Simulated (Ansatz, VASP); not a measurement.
# W (free-standing square W monolayer, spacing 2.603 A): VASP beside Ansatz

One calculation is typed for both programs; each brings its own data sets. How far apart do they land? The cell is taken from a series of runs on this material, whose earlier steps may have relaxed, scaled, displaced or heated it; both programs get it as it stands.

Method: plane waves, with VASP 6.6.1 beside it; PBE, in Ansatz 0.2.0.

### 1. Starting point

The cell holds 1 atom: 1 W. Cell: a = 2.693 Å, b = 2.693 Å, c = 14.000 Å, α = 90.0°, β = 90.0°, γ = 90.0°. As first built, before any earlier steps moved the atoms or strained the cell (in the runner's words): model lattice. Vacuum lies along c.

### 2. VASP: single point, PBE, pair 1

A single point takes one fixed geometry, so differences don't come from the geometry; what else differs is listed under the comparison.

Lines of VASP's logs that name or quote its potential files are left out, and so is its time.

Contents of INCAR:

```
SYSTEM = W
PREC = Accurate
ENCUT = 600
EDIFF = 1E-06
NELM = 200
ISMEAR = -1
SIGMA = 0.05
LREAL = .FALSE.
ALGO = Normal
GGA = PE
NBANDS = 9
ISPIN = 2
MAGMOM = 0
LASPH = .TRUE.
LMAXMIX = 4
LORBIT = 11
LWAVE = .FALSE.
LCHARG = .FALSE.
ISIF = 2
GGA_COMPAT = .FALSE.
KPAR = 2
```

Contents of POSCAR:

```
W
1.0
    2.6925641400      0.0000000000      0.0000000000
    0.0000000000      2.6925641400      0.0000000000
    0.0000000000      0.0000000000     14.0000000000
W
1
Direct
    0.0000000000      0.0000000000      0.5000000000
```

Contents of KPOINTS:

```
Automatic mesh
0
Gamma
22 22 1
0 0 0
```

PAW data sets: W (PBE family, release 64).

Command:

```sh
mpirun -np 2 vasp_std
```

Numbers of over 12 decimals in the logs are rounded to 6 here.

The log of the run:

```text
[banner, memory and clock lines left out]
running    2 mpi-ranks, on    1 nodes
 distrk:  each k-point on    1 cores,    2 groups
 distr:  one band on    1 cores,    1 groups

 POSCAR found type information on POSCAR W
 POSCAR found :  1 types and       1 ions
 LDA part: xc-table for (Slater+PW92), standard interpolation
 POSCAR, INCAR and KPOINTS ok, starting setup
 FFT: planning ... GRIDC
 FFT: planning ... GRID_SOFT
 FFT: planning ... GRID
 WAVECAR not read
 entering main loop
       N       E                     dE             d eps       ncg     rms          rms(c)
DAV:   1     0.190489925520E+02    0.19049E+02   -0.21128E+03  2808   0.514E+02
DAV:   2    -0.826817639855E+01   -0.27317E+02   -0.25155E+02  4682   0.774E+01
DAV:   3    -0.995909834690E+01   -0.16909E+01   -0.16331E+01  3432   0.239E+01
DAV:   4    -0.997782644627E+01   -0.18728E-01   -0.18695E-01  3979   0.260E+00
DAV:   5    -0.997792416820E+01   -0.97722E-04   -0.97710E-04  3493   0.164E-01    0.105E+01
DAV:   6    -0.950518178201E+01    0.47274E+00   -0.57600E-01  3230   0.396E+00    0.479E+00
DAV:   7    -0.938141765903E+01    0.12376E+00   -0.39368E-01  3058   0.304E+00    0.482E-01
DAV:   8    -0.937901866621E+01    0.23990E-02   -0.32409E-03  3645   0.301E-01    0.236E-01
DAV:   9    -0.937789542921E+01    0.11232E-02   -0.20484E-03  3412   0.178E-01    0.368E-02
DAV:  10    -0.937772427008E+01    0.17116E-03   -0.91421E-05  3613   0.667E-02    0.316E-02
DAV:  11    -0.937755549183E+01    0.16878E-03   -0.10188E-04  3410   0.333E-02    0.153E-02
DAV:  12    -0.937753905080E+01    0.16441E-04   -0.18517E-05  3000   0.150E-02    0.130E-02
DAV:  13    -0.937762258769E+01   -0.83537E-04   -0.29315E-05  3307   0.217E-02    0.711E-03
DAV:  14    -0.937768425187E+01   -0.61664E-04   -0.11864E-05  3452   0.139E-02    0.371E-03
DAV:  15    -0.937774007746E+01   -0.55826E-04   -0.15731E-06  3460   0.601E-03    0.305E-03
DAV:  16    -0.937777364357E+01   -0.33566E-04   -0.16007E-06  3184   0.431E-03    0.147E-03
DAV:  17    -0.937777890529E+01   -0.52617E-05   -0.17082E-07  3719   0.143E-03    0.114E-03
DAV:  18    -0.937778229996E+01   -0.33947E-05   -0.11514E-07  3165   0.104E-03    0.525E-04
DAV:  19    -0.937778450299E+01   -0.22030E-05   -0.13199E-07  3120   0.105E-03    0.195E-04
DAV:  20    -0.937778458654E+01   -0.83551E-07   -0.14050E-09  3079   0.192E-04
   1 F= -.93777846E+01 E0= -.93701632E+01  d E =-.152427E-01  mag=    -0.0000
```

Parts of OUTCAR (step 2):

```text
ion  position               nearest neighbor table
   1  0.000  0.000  0.500-

  LATTYP: Found a simple tetragonal cell.
 ALAT       =     2.6925641400
 C/A-ratio  =     5.1995047368

 Subroutine GETGRP returns: Found 16 space group operations
 (whereof 16 operations were pure point group operations)

The static configuration has the point symmetry D_4h.

 Found     78 irreducible k-points:

   k-points           NKPTS =     78   k-points in BZ     NKDIM =     78   number of bands    NBANDS=      9

   dimension x,y,z NGX =    24 NGY =   24 NGZ =  112
   dimension x,y,z NGXF=    48 NGYF=   48 NGZF=  224

   ENCUT  =  600.0 eV  44.10 Ry    6.64 a.u.   5.38  5.38 27.96*2*pi/ulx,y,z

   NELECT =       6.0000    total number of electrons

 k-points in reciprocal lattice and weights: Automatic mesh
   0.00000000  0.00000000  0.00000000       0.002
   0.04545455  0.00000000  0.00000000       0.008
   0.09090909  0.00000000  0.00000000       0.008
   0.13636364  0.00000000  0.00000000       0.008
   0.18181818  0.00000000  0.00000000       0.008
   0.22727273  0.00000000  0.00000000       0.008
   0.27272727  0.00000000  0.00000000       0.008
   0.31818182  0.00000000  0.00000000       0.008
   0.36363636  0.00000000  0.00000000       0.008
[...]
0.50000000  0.45454545  0.00000000       0.008
   0.50000000  0.50000000  0.00000000       0.002

 average (electrostatic) potential at core
       1 -48.6237

 E-fermi :  -3.0306

 spin component 1
 k-point     1 :       0.0000    0.0000    0.0000
  band No.  band energies     occupation
      1      -8.9232      1.00000
      2      -6.1621      1.00000
      3      -4.2476      1.00000
      4      -2.3103      0.00000
      5      -0.2362      0.00000
      6      -0.2362      0.00000
      7       1.6519      0.00000
      8       1.7641      0.00000
    ...

 k-point     2 :       0.0455    0.0000    0.0000
  band No.  band energies     occupation
      1      -8.8516      1.00000
      2      -6.1085      1.00000
      3      -4.2190      1.00000
      4      -2.3803      0.00000
      5      -0.2274      0.00000
      6      -0.2261      0.00000
      7       1.6745      0.00000
      8       1.6925      0.00000
    ...

 k-point     3 :       0.0909    0.0000    0.0000
  band No.  band energies     occupation
      1      -8.6456      1.00000
      2      -5.9451      1.00000
      3      -4.1329      1.00000
      4      -2.5870      0.00014
      5      -0.1964      0.00000
      6      -0.1799      0.00000
      7       1.4229      0.00000
      8       1.8143      0.00000
    ...

 k-point     4 :       0.1364    0.0000    0.0000
  band No.  band energies     occupation
      1      -8.3308      1.00000
      2      -5.6660      1.00000
      3      -3.9881      1.00000
      4      -2.9100      0.08238
      5      -0.1491      0.00000
      6      -0.0588      0.00000
      7       1.0523      0.00000
      8       2.0168      0.00000
    ...

 k-point     5 :       0.1818    0.0000    0.0000
  band No.  band energies     occupation
      1      -7.9467      1.00000
      2      -5.2678      1.00000
      3      -3.7808      1.00000
      4      -3.3081      0.99613
      5      -0.0877      0.00000
      6       0.1520      0.00000
      7       0.6146      0.00000
      8       2.2993      0.00000
      9       3.4206      0.00000

 k-point     6 :       0.2273    0.0000    0.0000
  band No.  band energies     occupation
      1      -7.5379      1.00000
      2      -4.7650      1.00000
      3      -3.7343      1.00000
      4      -3.5011      0.99992
      5      -0.0164      0.00000
      6       0.1577      0.00000
      7       0.4502      0.00000
      8       2.6609      0.00000
      9       3.8382      0.00000

  Total       -5.3273826     -5.3273826     -0.0021527      0.0000000      0.0000000      0.0000000
  in kB      -84.0938661    -84.0938661     -0.0339815      0.0000000      0.0000000      0.0000000
  external PRESSURE =     -56.0739046 kB  Pullay stress =       0.0000000 kB

  energy-cutoff  :      600.00
  volume of cell :      101.50
      direct lattice vectors                 reciprocal lattice vectors
     2.692564140  0.000000000  0.000000000     0.371393195  0.000000000  0.000000000
     0.000000000  2.692564140  0.000000000     0.000000000  0.371393195  0.000000000
     0.000000000  0.000000000 14.000000000     0.000000000  0.000000000  0.071428571

 POSITION                                       TOTAL-FORCE (eV/Angst)
 -----------------------------------------------------------------------------------
      0.00000      0.00000      7.00000         0.000000      0.000000      0.000000
 -----------------------------------------------------------------------------------
    total drift:                                0.000000      0.000000     -0.000000

  FREE ENERGIE OF THE ION-ELECTRON SYSTEM (eV)
  ---------------------------------------------------
  free  energy   TOTEN  =        -9.3777845865 eV

  energy  without entropy=       -9.3625418832  energy(sigma->0) =       -9.37016323

 total charge
# of ion       s       p       d       tot
------------------------------------------
    1        0.642   0.322   3.930   4.893

 magnetization (x)
# of ion       s       p       d       tot
------------------------------------------
    1       -0.000  -0.000   0.000   0.000

[... 6 further parts left out ...]
```

The data set W keeps the semicore shell frozen, which is cheaper and a little less accurate.

### 3. Ansatz: single point, PBE, pair 1

Ansatz runs on its PAW soft_1 files.

The same cell, functional, mesh and smearing now go to Ansatz.

Contents of input.yaml:

```yaml
crystal:
  lattice:
    - [2.69256414, 0.0, 0.0]
    - [0.0, 2.69256414, 0.0]
    - [0.0, 0.0, 14.0]
  atoms:
    - { symbol: W, position: [0.0, 0.0, 0.5], spin: 1.0 }
magnetization:
  spin_polarized: true
kpoints:
  mp_grid: { grid: [22, 22, 1] }
hamiltonian:
  xc: pbe
  pseudopotentials: { kind: paw, azcp: { folder: soft_1 } }
scf:
  occupations: { method: fermi_dirac, width: 0.05 }
  max_iter: 120
  convergence: { dr2_threshold: 1.0e-08 }
  lower_state_search: "off"
basis:
  ecutwfc: 420.0
output:
  stress: true
```

Command:

```sh
ansatz run input.yaml --threads 1 --pin off --max-ram 2560MiB --backend cpu --events-out ev --progress --plain --runs-dir out
```

The log of the run:

```text
Warning: output.stress: scf.convergence.dr2_threshold = 1e-8 eV is looser than the 1e-10 eV advised for a printed stress (1e-10 eV for each atom of the cell: 1). What an SCF threshold leaves in a stress goes as its square root, and in the free energy as the threshold itself, and one threshold admits the most on a small cell: [figures from the program's tests cut] Set scf.convergence.dr2_threshold to 1e-10 eV or tighter. The threshold is an SCF's pass mark: one that does not reach it within its budget of iterations ends unconverged, or closes short of it on a stop that the run arms, and scf.convergence.dr2_threshold's page says what that costs each kind of run
Engine: ansatz 0.2.0, aarch64-unknown-linux-gnu
Pseudopotentials: kind: paw
Pseudopotential: W, paw, valence charge 14, recommended cutoff 420 eV (normal), soft_1/W.paw.azcp
Functional definition: PBE
  parameter kappa = 0.804
  parameter beta = 0.066725
  exchange = pbe_x(kappa = kappa, mu = beta*pi^2/3)
  correlation = pbe_c(beta = beta)
Crystal: 1 atoms, lattice volume = 101.499 Å³
Basis set: ecut = 420 eV, 2003 PW (Γ)
Bands: 12, of which v1, the nominal top of the filled ones, is band 7 counted from 1 (6 counted from 0)
Symmetry: 16 space group operations
Space group: P4/mmm (ITA 123), of the structure as read, at distance tolerance 4.7e-5 Å
Magnetic group: BNS 123.339 (UNI 999), of the structure as read, at distance tolerance 4.7e-5 Å
k-points: 78 of 484
Non-local potential: W, projectors of the file, l = 0: 3, l = 1: 2, l = 2: 2, l = 3: 1
PAW form: soft (Blöchl's): semilocal exchange-correlation on the pseudo side does not see the compensation charge
PAW one-centre angular grid: W, 590 points (default); XC on 64 Gauss nodes
Initial density: superposition of atomic densities (neutral atoms: chi_scale 0, normalization atom)
Starting moments: Σ|m| = 1 μB on 1 of 1 site
Initial wavefunctions: pseudopotential atomic-orbital guess
Functional: x = pbe(κ = 0.804, μ = 0.219515), c = pbe(β = 0.066725)
SCF iter   1: F=—  HF=-10382.565147 eV  |F-HF|=—  |Δ(HF+E_count)|=         —  Δρ=2.38e-2 (↑2.38e-2 ↓2.06e-2)  dr2=1.10e0  dr2_m=2.82e-1  M=0.295 μB ∫|m|=0.295 μB  β_m=0.30  ethr=3.10e-3  ⟨swp⟩=6.3  Hψ=11791  notcnv=0
preconditioner: auto → LDOS  [metal: Δε(μ)=0.018 eV  Ē_g=6.136 eV  σ=0.050 eV  W_gap=0.09  n_scr=8 (ndim 8)  ℏωp=9.0 eV  f_vac=0.646  D(μ)=1.81/eV (n_scr^D=8)]
spin=Collinear: LDOS preconditioning applied to the charge; magnetization (m = ρ↑ − ρ↓) channel mixes plain (no charge-response kernel on spin).
SCF iter   2: F=—  HF=-10382.375547 eV  |F-HF|=—  |Δ(HF+E_count)|=   1.90e-1  Δρ=1.64e-2 (↑1.64e-2 ↓1.45e-2)  dr2=4.21e-1  dr2_m=1.56e-1  M=0.234 μB ∫|m|=0.234 μB  β_m=0.30  ethr=3.10e-3  ⟨swp⟩=2.0  Hψ=3817  notcnv=0  defer=22
SCF iter   3: F=—  HF=-10382.281507 eV  |F-HF|=—  |Δ(HF+E_count)|=   9.40e-2  Δρ=9.42e-3 (↑9.06e-3 ↓9.42e-3)  dr2=2.37e-2  dr2_m=7.05e-2  M=0.272 μB ∫|m|=0.272 μB  β_m=0.30  ethr=3.01e-3  ⟨swp⟩=2.5  Hψ=3375  notcnv=0  defer=22
SCF iter   4: F=—  HF=-10382.309913 eV  |F-HF|=—  |Δ(HF+E_count)|=   2.84e-2  Δρ=7.20e-3 (↑7.20e-3 ↓7.02e-3)  dr2=3.29e-2  dr2_m=4.25e-2  M=0.217 μB ∫|m|=0.217 μB  β_m=0.30  ethr=1.69e-4  ⟨swp⟩=3.1  Hψ=4982  notcnv=0  defer=19
SCF iter   5: F=—  HF=-10382.307686 eV  |F-HF|=—  |Δ(HF+E_count)|=   2.23e-3  Δρ=5.08e-3 (↑4.78e-3 ↓5.08e-3)  dr2=8.60e-4  dr2_m=2.23e-2  M=0.205 μB ∫|m|=0.205 μB  β_m=0.30  ethr=1.69e-4  ⟨swp⟩=2.1  Hψ=3137  notcnv=0  defer=19
SCF iter   6: F=—  HF=-10382.311909 eV  |F-HF|=—  |Δ(HF+E_count)|=   4.22e-3  Δρ=3.75e-3 (↑3.75e-3 ↓3.73e-3)  dr2=5.83e-4  dr2_m=1.29e-2  M=0.182 μB ∫|m|=0.182 μB  β_m=0.30  ethr=6.15e-6  ⟨swp⟩=2.5  Hψ=3368  notcnv=0  defer=19
SCF iter   7: F=—  HF=-10382.314136 eV  |F-HF|=—  |Δ(HF+E_count)|=   2.23e-3  Δρ=2.83e-3 (↑2.83e-3 ↓2.83e-3)  dr2=4.09e-5  dr2_m=7.46e-3  M=0.164 μB ∫|m|=0.164 μB  β_m=0.30  ethr=4.16e-6  ⟨swp⟩=2.3  Hψ=2409  notcnv=0  defer=19
Mixer restart at iter 7: flushing history
spin-set hold released at iteration 7 (site moments contracting): the magnetisation degrees of freedom join the quasi-Newton model from the next iteration; the mixer history was flushed
SCF iter   8: F=—  HF=-10382.315616 eV  |F-HF|=—  |Δ(HF+E_count)|=   1.48e-3  Δρ=2.21e-3 (↑2.17e-3 ↓2.21e-3)  dr2=3.91e-5  dr2_m=4.46e-3  M=0.147 μB ∫|m|=0.147 μB  β_m=0.65  ethr=2.92e-7  ⟨swp⟩=2.3  Hψ=2518  notcnv=0  defer=19
SCF iter   9: F=—  HF=-10382.318544 eV  |F-HF|=—  |Δ(HF+E_count)|=   2.93e-3  Δρ=3.98e-4 (↑3.64e-4 ↓3.98e-4)  dr2=7.03e-6  dr2_m=1.34e-4  M=0.078 μB ∫|m|=0.078 μB  β_m=0.82  ethr=2.79e-7  ⟨swp⟩=2.6  Hψ=3641  notcnv=0  defer=19
SCF iter  10: F=—  HF=-10382.318995 eV  |F-HF|=—  |Δ(HF+E_count)|=   4.51e-4  Δρ=2.54e-4 (↑2.54e-4 ↓2.24e-4)  dr2=9.37e-6  dr2_m=5.21e-5  M=0.050 μB ∫|m|=0.050 μB  β_m=0.91  ethr=5.02e-8  ⟨swp⟩=2.9  Hψ=3779  notcnv=0  defer=19
SCF iter  11: F=—  HF=-10382.319296 eV  |F-HF|=—  |Δ(HF+E_count)|=   3.00e-4  Δρ=1.36e-4 (↑6.81e-5 ↓1.36e-4)  dr2=1.18e-5  dr2_m=8.66e-6  M=0.017 μB ∫|m|=0.017 μB  β_m=0.95  ethr=5.02e-8  ⟨swp⟩=3.3  Hψ=3930  notcnv=0  defer=19
SCF iter  12: F=—  HF=-10382.319340 eV  |F-HF|=—  |Δ(HF+E_count)|=   4.44e-5  Δρ=5.74e-5 (↑5.74e-5 ↓3.65e-5)  dr2=8.86e-7  dr2_m=1.93e-6  M=0.007 μB ∫|m|=0.007 μB  β_m=0.97  ethr=5.02e-8  ⟨swp⟩=2.4  Hψ=3362  notcnv=0  defer=19
SCF iter  13: F=—  HF=-10382.319351 eV  |F-HF|=—  |Δ(HF+E_count)|=   1.07e-5  Δρ=7.40e-6 (↑5.01e-6 ↓7.40e-6)  dr2=8.83e-8  dr2_m=1.92e-8  M=0.001 μB ∫|m|=0.001 μB  β_m=0.93  ethr=6.33e-9  ⟨swp⟩=3.1  Hψ=3478  notcnv=0  defer=19
SCF iter  14: F=—  HF=-10382.319351 eV  |F-HF|=—  |Δ(HF+E_count)|=   1.29e-7  Δρ=1.54e-6 (↑1.47e-6 ↓1.54e-6)  dr2=1.54e-8  dr2_m=3.19e-10  M=-0.000 μB ∫|m|=0.000 μB  β_m=0.92  ethr=6.31e-10  ⟨swp⟩=2.3  Hψ=3317  notcnv=0  defer=19
iter 15 did not close the SCF: its close was put off for a magnetic moment that had not settled (scf_convergence_deferred on its scf_iter line)
SCF iter  15: F=-10382.319351 eV  HF=-10382.319351 eV  |F-HF|=1.07e-10  |Δ(HF+E_count)|=   3.52e-9  Δρ=3.29e-7 (↑3.29e-7 ↓2.33e-7)  dr2=5.34e-10  dr2_m=3.02e-11  M=0.000 μB ∫|m|=0.000 μB  β_m=0.96  ethr=7.14e-11  ⟨swp⟩=4.7  Hψ=5371  notcnv=0
SCF iter  16: F=-10382.319351 eV  HF=-10382.319351 eV  |F-HF|=1.82e-12  |Δ(HF+E_count)|=  2.51e-10  Δρ=1.17e-7 (↑1.17e-7 ↓7.48e-8)  dr2=2.53e-11  dr2_m=6.67e-12  M=0.000 μB ∫|m|=0.000 μB  ethr=3.81e-12  ⟨swp⟩=1.6  Hψ=5130  notcnv=0
WARN: the starting moments were not kept: the SCF closed with an absolute magnetisation of 1.0e-5 μB, where they sum to 1 μB in size (1 site). That is at most 0.1 of that sum. Measured as dr2_m measures the in/out step, that magnetisation stands 1.8e-11 eV from none, at or under the dr2_threshold of 1.0e-8 eV: it is no larger than a step whose dr2_m would equal this threshold. The system may hold no moment; this SCF  [...]
SCF 1 converged in 16 iterations: F = -10382.319351 eV  dr2 = 2.53e-11
  greatest PAW one-centre occupation: 0.999 electrons in one spin orbital (limit 2), on the W atom at site 0 (counted from 0), in its partial waves of l = 0
SCF converged after 16 iterations
Magnetization: 0.0000 μB (7.0000 up, 7.0000 down)
Absolute magnetization: 0.0000 μB (∫|ρ↑−ρ↓|, with the PAW one-centre terms)
Spin contamination: 0.0000 ħ² per cell (⟨S²⟩ above its minimum at these occupations)
Per-site moments (μB) at R_I (Å): [(6.0859394559445545e-6, 1.11068270775)]
Free energy (F): -10382.319351 eV
Harris-Foulkes:  -10382.319351 eV  (|F-HF|=1.82e-12)
Internal energy: -10382.303791 eV  (E = F + TS)
E sigma→0 (E₀):  -10382.311571 eV
Entropy (-TS):   -0.015560 eV (-15.560 meV/atom)
Fermi energy:    -0.726194 eV
--- Per-component energies (eV) ---
  E_band       = -396.700511
  E_kinetic    = 415.156053
  E_local      = -5084.330142  (includes V_loc(G=0)·N_el)
  E_nonlocal   = -23.967281
  E_hartree    = 2341.620411
  E_xc         = -262.694180
  E_vxc        = -224.632795  (∫ρ·V_xc dr)
  E_paw        = -8577.632205  (= ΣΔE_a)
  E_vpaw       = -162.167712  (= ΣTr[D̂ρ^β])
  E_aug_tail   = 0.000149  (compensation charges beyond the density's cutoff)
  E_ewald      = 809.543402
  E_smearing   = -0.015560  (= −TS)
  E_closure    = 0.000000  (closes the sum)
  Σ components = -10382.319351   (vs F -10382.319351, Δ=0.00e0)
--- Stress (GPa, compression-positive) ---
       -7.929199      -0.000000       0.000000
       -0.000000      -7.929199       0.000000
        0.000000       0.000000      -0.000333
  P = ⅓ Tr σ = -5.2862 GPa (-52.862 kbar)
```

### 4. Differences

Known differences besides the potentials themselves: the data sets hold 14 valence electrons in Ansatz (on its PAW soft_1 files) and 6 in VASP; the cutoff is 420 eV in Ansatz and 600 eV in VASP. Total energies have different zeros and are not compared.

Both answers:

```
      quantity  Ansatz   VASP  difference
pressure (GPa)   -5.29  -5.61       +0.32
```

Where the cell holds vacuum, a pressure given here is an average over it and none of the material.

### 5. Ansatz: single point, PBE, pair 2

With cell and atoms fixed, the geometry can't cause a difference; cores, projectors, grids and the points listed under the comparison can.

The cell is taken from a series of runs on this material, whose earlier steps may have relaxed, scaled, displaced or heated it; both programs get it as it stands.

Edit input.yaml of step 3 so:

```diff
@@ -2,4 +2,4 @@
   lattice:
-    - [2.69256414, 0.0, 0.0]
-    - [0.0, 2.69256414, 0.0]
+    - [3.03559356, 0.0, 0.0]
+    - [0.0, 3.03559356, 0.0]
     - [0.0, 0.0, 14.0]
```

The log of the run:

```text
[...]
Crystal: 1 atoms, lattice volume = 129.008 Å³
Basis set: ecut = 420 eV, 2471 PW (Γ)
Bands: 12, of which v1, the nominal top of the filled ones, is band 7 counted from 1 (6 counted from 0)
Symmetry: 16 space group operations
[...]
k-points: 78 of 484
[...]
Internal energy: -10380.709468 eV  (E = F + TS)
E sigma→0 (E₀):  -10380.721352 eV
Entropy (-TS):   -0.023769 eV (-23.769 meV/atom)
Fermi energy:    -1.374982 eV
[...]
--- Stress (GPa, compression-positive) ---
       -8.572126       0.000000       0.000000
        0.000000      -8.572126       0.000000
        0.000000       0.000000      -0.000020
  P = ⅓ Tr σ = -5.7148 GPa (-57.148 kbar)
[key lines of the parts left out:]
SCF converged after 23 iterations
Magnetization: 1.8061 μB (7.9030 up, 6.0970 down)
Free energy (F): -10380.733237 eV
```

[end of part 1 of 2]

[Lines on the potential files, build, host, timing and source positions are cut from VASP's logs without a mark.]

[Logs are printed without paths, hosts, clocks, repeated set-up lines and the standing remarks that a program may print on its own settings, such as how far it seeks lower states.]

[Hosts, paths, dates, database ids (printed as entryN), source tags and the programs' standing remarks are cut or masked in the printed files.]
